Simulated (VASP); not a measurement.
Consider the following.

```
Sr
1.0
    0.00000     3.00969     3.00969
    3.00969     0.00000     3.00969
    3.00969     3.00969     0.00000
Sr
1
Cartesian
  0.00000   0.00000   0.00000
```

These are PBE GGA, VASP's PBE PAW potentials (set 64) (plane waves; VASP 6.6.1) values and carry that method's errors. Numerical set-up: 480 eV cut-off, 7×7×7 Γ-centred mesh, Gaussian smearing of 0.050 eV, potentials Sr_sv.

Question: Estimate the energy per atom (σ→0).

Answer: 
| Item | Value |
|---|---|
| energy per atom (σ→0) | -1.636 eV/atom |

The absolute energy has meaning only against runs of the same code, potentials and settings.

The compound is Sr in the fcc structure. It was relaxed first. The start is the result of an earlier pass.
